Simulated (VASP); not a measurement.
An input for Quantum ESPRESSO's pw.x (written as the equivalent of a VASP run, and not itself run):

```
&CONTROL
  calculation = 'vc-relax'
  pseudo_dir = './pseudo'
  outdir = './out'
  tprnfor = .true.
  tstress = .true.
  nstep = 40
  forc_conv_thr = 0.00078
/
&SYSTEM
  ibrav = 0
  nat = 4
  ntyp = 2
  ecutwfc = 92
  occupations = 'smearing'
  smearing = 'methfessel-paxton'
  degauss = 0.00735
  input_dft = 'pbe'
/
&ELECTRONS
  conv_thr = 7.3e-08
  electron_maxstep = 100
/
&IONS
/
&CELL
  press = 300
/
ATOMIC_SPECIES
  Cu 63.546 Cu.upf
  Au 196.967 Au.upf
CELL_PARAMETERS angstrom
     3.6030774   -0.0000000    0.0000000
     0.0000000    3.6030774   -0.0000000
    -0.0000000   -0.0000000    3.6030774
ATOMIC_POSITIONS crystal
  Cu   0.0000000  0.5000000  0.5000000
  Cu   0.5000000  0.0000000  0.5000000
  Cu   0.5000000  0.5000000  0.0000000
  Au   0.0000000  0.0000000  0.0000000
K_POINTS automatic
  9 9 9 0 0 0
```

Translate this input to VASP (INCAR, KPOINTS, POSCAR, choice of POTCAR).

This is not unique; one that fits is 
### KPOINTS
```
Automatic mesh
0
Gamma
9 9 9
0 0 0
```

**POSCAR**
```
Cu3Au
1.0
  3.6030773997   0.0000000000   0.0000000000
  0.0000000000   3.6030773997   0.0000000000
  0.0000000000   0.0000000000   3.6030773997
Cu Au
3 1
Cartesian
  0.0000000000   1.8015386999   1.8015386999
  1.8015386999   0.0000000000   1.8015386999
  1.8015386999   1.8015386999   0.0000000000
  0.0000000000   0.0000000000   0.0000000000
```

**INCAR**
```
! general
SYSTEM   =  Cu3Au
PREC     =  Accurate
ENCUT    =  500
LREAL    =  .False.
LASPH    =  .True.

! electronic loop
EDIFF    =  1E-6
NELM     =  100
ALGO     =  Normal
LMAXMIX  =  6

! smearing
ISMEAR   =  1
SIGMA    =  0.1

! functional
GGA      =  PE

! ions
IBRION   =  2
NSW      =  40
ISIF     =  3
EDIFFG   =  -0.02
PSTRESS  =  300

! output
LWAVE    =  .False.
LCHARG   =  .False.
```

POTCAR, in this order: Cu Au (PBE.64 set). Program: vasp_std.

Limits of the translation: the potentials are each code's own (VASP's PAW set, PseudoDojo norm-conserving files in pw.x), so ENCUT and ecutwfc are chosen apart and not converted; conv_thr bounds pw.x's estimated SCF error, while EDIFF bounds the energy change between steps; forc_conv_thr acts on force components and is met together with etot_conv_thr.

The compound is Cu3Au in the L1_2 structure. This run relaxes it under an external pressure of 30 GPa. Symmetry was kept, so distortions that lower it aren't found.
